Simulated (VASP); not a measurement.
Here is the system:

```
CELL_PARAMETERS angstrom
     -2.85000     2.85000     2.85000
      2.85000    -2.85000     2.85000
      2.85000     2.85000    -2.85000
ATOMIC_POSITIONS crystal
  Rb 0.00000 0.00000 0.00000
```

Computed with r2SCAN meta-GGA, VASP's PBE PAW potentials (set 64) (plane waves; VASP). Run with 400 eV cut-off, 8×8×8 Γ-centred mesh, first-order Methfessel-Paxton smearing of 0.10 eV, potentials Rb_sv.

Energy and stress use the plane-wave basis of the starting cell.

Task: The ions, cell shape and volume are relaxed. What does this cell relax into?

Result: 
```
CELL_PARAMETERS angstrom
     -2.87674     2.87674     2.87674
      2.87674    -2.87674     2.87674
      2.87674     2.87674    -2.87674
ATOMIC_POSITIONS crystal
  Rb 0.00000 0.00000 0.00000
```
Space group Im-3m (229), at a tolerance of 0.03 Å.

Task: How do energy and volume change from the first to the last step?

Result: The energy (σ→0) changes by -0.6 meV/atom and the volume by +2.8 %, in 5 ionic steps.

The structure comes from a measured Rb entry (Im-3m) of the Crystallography Open Database, whose conditions weren't checked. This run relaxes it. Symmetry was kept, so distortions that lower it aren't found.
